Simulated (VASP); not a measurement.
CuW:

```
W Cu
1.0
     2.96711    0.00000    0.00000
     0.00000    2.96711    0.00000
     0.00000    0.00000    2.96711
W Cu
1 1
Direct
  0.00000 0.00000 0.00000
  0.50000 0.50000 0.50000
```

The cell was built by a generator and needn't be a form met in nature.

* Program: VASP 6.6.1
* Task: relaxation of cell and atoms
* Functional: PBE
* Potentials or basis: VASP PAW PBE potentials, release 64 (W_sv, Cu)
* Cutoff: 600 eV
* k mesh: 6 × 6 × 6
* Occupations: fermi-dirac, width 0.1 eV
* Spin: no spin polarisation

At the start: pressure 19.8 GPa; volume 13.06 Å³/atom.

Q: Where does the relaxation end?

A: Over 6 steps the energy falls by 56.1 meV/atom and the volume is 14.03 Å³/atom (+7.4 %); space group Pm-3m (No. 221, to 0.05 Å).

The path:
```tsv
step	energy change (eV)	largest force (eV/Å)	pressure (GPa)	volume (Å³)
1	0.0000	0.0000	19.77	26.12
2	0.2989	0.0000	-24.67	32.70
3	-0.1118	0.0000	-0.70	28.18
4	-0.1121	0.0000	-0.17	28.11
5	-0.1121	0.0000	0.13	28.07
6	-0.1121	0.0000	0.01	28.07
```

Final structure:
```xyz
2
Lattice="3.0390 0.0000 0.0000 0.0000 3.0390 0.0000 0.0000 0.0000 3.0390" Properties=species:S:1:pos:R:3 pbc="T T T"
W     3.0390    0.0000    0.0000
Cu    1.5195    1.5195    1.5195
```
